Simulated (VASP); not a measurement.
A VASP calculation is set up with these files.

### INCAR
```
# general
SYSTEM   =  Zr
PREC     =  Accurate
ENCUT    =  500
LREAL    =  .FALSE.
LASPH    =  .TRUE.

# electronic loop
EDIFF    =  1E-6
NELM     =  100
ALGO     =  Normal
LMAXMIX  =  4

# smearing
ISMEAR   =  1
SIGMA    =  0.1

# functional
GGA      =  PS

# ions
IBRION   =  2
NSW      =  40
ISIF     =  3
EDIFFG   =  -0.02
PSTRESS  =  300

# output
LWAVE    =  .FALSE.
LCHARG   =  .FALSE.
```

File POSCAR:
```
Zr
1.0
  1.4515295248  -2.5141226272   0.0000000000
  1.4515295248   2.5141226272   0.0000000000
  0.0000000000   0.0000000000   4.9248171019
Zr
2
direct
  0.3333330000   0.6666670000   0.2500000000
  0.6666670000   0.3333330000   0.7500000000
```

**KPOINTS**
```
Regular mesh
0
Gamma
 14 14 8
0 0 0
```

POTCAR, in this order: Zr_sv (PBE.64 set). Program: vasp_std.

**Question.** Translate this PBEsol calculation to Quantum ESPRESSO's pw.x.

**Answer.** One equivalent input (not run):
```
&CONTROL
  calculation = 'vc-relax'
  pseudo_dir = './pseudo'
  outdir = './out'
  tprnfor = .true.
  tstress = .true.
  nstep = 40
  forc_conv_thr = 0.00078
/
&SYSTEM
  ibrav = 0
  nat = 2
  ntyp = 1
  ecutwfc = 66
  occupations = 'smearing'
  smearing = 'methfessel-paxton'
  degauss = 0.00735
  input_dft = 'pbesol'
/
&ELECTRONS
  conv_thr = 7.3e-08
  electron_maxstep = 100
/
&IONS
/
&CELL
  press = 300
/
ATOMIC_SPECIES
  Zr 91.224 Zr.upf
CELL_PARAMETERS angstrom
     1.4515295   -2.5141226   -0.0000000
     1.4515295    2.5141226    0.0000000
    -0.0000000   -0.0000000    4.9248171
ATOMIC_POSITIONS crystal
  Zr   0.3333330  0.6666670  0.2500000
  Zr   0.6666670  0.3333330  0.7500000
K_POINTS automatic
  14 14 8 0 0 0
```
What does not carry over: the potentials are each code's own (VASP's PAW set, PseudoDojo norm-conserving files in pw.x), so ENCUT and ecutwfc are chosen apart and not converted; conv_thr bounds pw.x's estimated SCF error, while EDIFF bounds the energy change between steps; forc_conv_thr acts on force components and is met together with etot_conv_thr.

The compound is Zr in the hcp structure. It was relaxed first under an external pressure of 30 GPa.
